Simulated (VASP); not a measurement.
Input:

```xyz
4
Lattice="3.2204 0.0000 0.0000 -1.6102 2.7889 0.0000 0.0000 0.0000 5.0727" Properties=species:S:1:pos:R:3 pbc="T T T"
Mg     0.0000     1.8593     2.5211
Zn     1.6102     0.9296     0.0166
O      0.0000     1.8593     4.4814
O      1.6102     0.9296     1.9697
```

All values below come from LDA (Ceperley-Alder, Perdew-Zunger), VASP's LDA PAW potentials (set 64) (plane waves; VASP). Numerical set-up: 520 eV cut-off, 9×9×5 Γ-centred mesh, tetrahedra with Blöchl corrections, potentials Mg Zn O.

Problem. Tabulate the total density of states (states/eV per cell) against energy (eV; zero at the valence-band maximum or, without a gap, the Fermi level).

Solution. 
```
E (eV) | DOS (states/eV)
    -9.95 |  0.00
    -9.59 |  0.00
    -9.11 |  0.00
    -8.75 |  0.00
    -8.39 |  0.00
    -8.03 |  0.00
    -7.55 |  0.00
    -7.19 |  0.00
    -6.83 |  0.00
    -6.47 |  0.00
    -5.99 |  0.00
    -5.63 | ############################## 6.93
    -5.27 | ########################## 5.95
    -4.91 | ###################### 5.01
    -4.43 | ####### 1.56
    -4.07 | ###### 1.47
    -3.71 | ############ 2.89
    -3.35 | ####### 1.57
    -2.87 | ####### 1.52
    -2.51 | ############## 3.30
    -2.15 | ################# 3.83
    -1.79 | ############### 3.50
    -1.31 | ############### 3.53
    -0.95 | #################### 4.70
    -0.59 | ########## 2.39
    -0.23 | ##### 1.15
     0.25 |  0.00
     0.61 |  0.00
     0.97 |  0.00
     1.33 |  0.00
     1.81 |  0.00
     2.17 |  0.01
     2.53 |  0.05
     2.89 |  0.09
     3.37 | # 0.15
     3.73 | # 0.21
     4.09 | # 0.29
     4.45 | # 0.33
     4.93 | ## 0.40
     5.29 | ## 0.47
```
Within 2 eV below the valence-band maximum the largest weight inside VASP's projection spheres is O p, then Zn d.

The structure comes from a computed database's MgZnO2 entry (P3m1); how it stands against other phases isn't given here. It was relaxed first, which changed the volume by -8 %.
